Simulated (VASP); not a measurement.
```
CELL_PARAMETERS angstrom
      1.86318     1.07571     6.12464
     -1.86318     1.07571     6.12464
      0.00000    -2.15141     6.12464
ATOMIC_POSITIONS crystal
  Ba 0.00000 0.00000 0.00000
  Sr 0.50000 0.50000 0.50000
  O  0.75579 0.75579 0.75579
  O  0.24421 0.24421 0.24421
```

The numbers are results of LDA (Ceperley-Alder, Perdew-Zunger) with spin-orbit coupling, VASP's LDA PAW potentials (set 64) (plane waves; VASP 6.6.1), not measurements. Numerical set-up: 520 eV cut-off, 6×6×6 Γ-centred mesh, Gaussian smearing of 0.050 eV, potentials Ba_sv Sr_sv O.

Q: Estimate the energy per atom (σ→0), band gap (over mesh and band path) with the smallest direct gap where there is one.

A: 
The band gap (over mesh and band path) is 2.24 eV. The smallest direct gap (over mesh and band path) comes out as 2.24 eV and the energy per atom (σ→0) comes out as -6.673 eV/atom.

Total energies compare only between runs with the same potentials, cut-off and functional.

The structure comes from a computed database's BaSrO2 entry (R-3m); how it stands against other phases isn't given here. It was relaxed first, which changed the volume by -7 %.
